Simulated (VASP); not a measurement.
Write the native input for VASP 6.6.1 that does the following.

```yaml
Task: electrostatic potential
Functional: LDA
Potentials_or_basis: VASP PAW LDA potentials, release 64 (Ru_pv)
Cutoff: 520 eV
k_mesh: 18 × 18 × 10
Occupations: methfessel-paxton, width 0.1 eV
Spin: no spin polarisation
Further_INCAR_settings: ALGO = Fast; EDIFF = 1e-06
```

The structure of Ru lies in POSCAR:

```
Ru                                      
1.0
    2.6756501212     -0.0000000000      0.0000000000
   -1.3378250606      2.3171809804      0.0000000000
   -0.0000000000      0.0000000000      4.2309801265
  Ru            
     2
Direct
     0.3333333300000021    0.6666666699999979    0.2500000000000000
     0.6666666699999979    0.3333333300000021    0.7500000000000000
```

The cell was built by a generator and needn't be a form met in nature.

One way to write it, as run:

INCAR

```
  PREC = Accurate
  ENCUT = 520
  EDIFF = 1E-6
  ISMEAR = 1
  SIGMA = 0.1
  LREAL = False
  LASPH = True
  NELM = 60
  ALGO = Fast
  ISIF = 2
  LWAVE = False
  LCHARG = True
  LVHAR = True
```

KPOINTS

```
regular mesh
0
Gamma
  18 18 10
```

Potentials or basis: VASP PAW LDA potentials, release 64 (Ru_pv).

Command:

```sh
$ cat potpaw_LDA.64/Ru_pv/POTCAR > POTCAR
$ mpirun -np 1 vasp_std > vasp.out
```

Results of the run:

| Item | Value |
| --- | --- |
| Pressure | -0.1 GPa |
| Band gap on the k mesh | none (metal or under the smearing width) |

It took 61 s on 1 thread of Intel(R) Xeon(R) Platinum 8259CL CPU @ 2.50GHz (Skylake/Cascade Lake), with other jobs on the host, peak memory 0.19 GiB.
